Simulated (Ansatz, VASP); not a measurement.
B12Ru in VASP and in Ansatz

```
B Ru
1.0
     0.00000    3.69153    3.69153
     3.69153    0.00000    3.69153
     3.69153    3.69153    0.00000
B Ru
12 1
Direct
  0.50000 0.50000 0.84111
  0.15889 0.50000 0.84111
  0.50000 0.15889 0.84111
  0.15889 0.84111 0.50000
  0.50000 0.84111 0.50000
  0.50000 0.84111 0.15889
  0.84111 0.15889 0.50000
  0.84111 0.50000 0.15889
  0.84111 0.50000 0.50000
  0.50000 0.50000 0.15889
  0.50000 0.15889 0.50000
  0.15889 0.50000 0.50000
  0.00000 0.00000 0.00000
```

Change from the starting cell: species swapped into the YbB12 type (Fm-3m, No. 225).

Alike in both runs: functional PBE; k mesh 4 × 4 × 4; occupations gaussian, width 0.1 eV; no spin polarisation.

Ansatz relaxed the structure, and its values are those at the end. VASP's run is a single point on that final structure, the one shown.

|  | VASP | Ansatz |
| --- | --- | --- |
| version | VASP 6.6.1 | Ansatz 0.2.0 |
| potentials or method | VASP PAW PBE potentials, release 64 (B, Ru_pv) | scalar-relativistic, plane waves, PAW |
| plane-wave cutoff (eV) | 520 | 420 |
| valence electrons in the cell | 50 | 52 |

```csv
,VASP,Ansatz,Ansatz less VASP
gap on the k mesh at the Fermi level (eV),none,none,-
pressure (GPa),0.0,0.0,+0.01
rms of the force components (eV/Å),0.007,0.006,-0.0003
```

A gap of «none» marks a metal or a gap that the smearing closes. The functional is the same, so the differences come from potentials, cutoffs and numerics. The two sets of potentials don't hold the same shells in valence.

Caveats: the k mesh is coarse (spacing up to 0.37 Å⁻¹), so the values aren't converged.
